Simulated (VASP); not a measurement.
Consider the following.

```xyz
1
Lattice="-1.5936 1.5936 1.5936 1.5936 -1.5936 1.5936 1.5936 1.5936 -1.5936" Properties=species:S:1:pos:R:3 pbc="T T T"
W      0.0000     0.0000     0.0000
```

These are PBE GGA, VASP's PBE PAW potentials (set 64) (plane waves; VASP 6.6.1) values and carry that method's errors. Numerical set-up: 520 eV cut-off, 16×16×16 Γ-centred mesh, first-order Methfessel-Paxton smearing of 0.10 eV, potentials W_sv.

Unless said otherwise, spin-orbit coupling is left out, though it shifts the bands of the heavy elements here.

### Question
Predict the energy per atom (σ→0), band gap (on the k-mesh) with the smallest direct gap where there is one.

### Answer

```yaml
band gap (on the k-mesh): none (metal, semimetal or under 0.01 eV)
energy per atom (σ→0): -12.956 eV/atom
```

Only differences to runs with the same potentials and settings are physical.

The compound is W in the bcc structure. It was relaxed first.
